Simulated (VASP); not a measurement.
Level of theory: rev-vdW-DF2, VASP's PBE PAW potentials (set 64) (plane waves; VASP). For the first row: Run with 520 eV cut-off, 10×10×10 Γ-centred mesh, first-order Methfessel-Paxton smearing of 0.10 eV, potentials Si Ni.

```csv
system,energy (eV/atom)
NiSi₂ (fluorite),-4.3301
Si (diamond),-4.4119
Ni (fcc),-3.1551
```

The references are the elements' solids at the same level; no temperature or zero-point terms are added.

### Question
What is the formation energy per atom of NiSi₂?

### Answer
The references average (2×(-4.4119) + 1×(-3.1551))/3 = -3.9930 eV, so the formation energy is -4.3301 − (-3.9930) = -0.337 eV/atom.
